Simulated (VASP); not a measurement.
A cell of Cu (fcc) near equilibrium:

```xyz
1
Lattice="0.0000 1.7816 1.7816 1.7816 0.0000 1.7816 1.7816 1.7816 0.0000" Properties=species:S:1:pos:R:3 pbc="T T T"
Cu     0.0000     0.0000     0.0000
```

All values below come from PBEsol GGA, VASP's PBE PAW potentials (set 64) (plane waves; VASP).

| run | ΔE (meV/atom) | σxx | σyy | σzz | largest shear component, with its sign (GPa) | largest force (eV/Å) |
|---|---|---|---|---|---|---|
| as it is | 0.0 | 0.53 | 0.53 | 0.53 | 0.00 | 0.000 |
| after one change | 8.3 | -6.24 | -6.24 | -6.24 | 0.00 | 0.000 |
Stress is in GPa, positive when the cell is compressed.

### Question
What was changed between the two runs?
A) biaxial strain of +1.5 % in the xz plane
B) isotropic strain of +1.5 %
C) biaxial strain of -4.0 % in the xy plane
D) biaxial strain of +3.0 % in the yz plane

### Answer
B, isotropic strain of +1.5 %

The compound is Cu in the fcc structure.
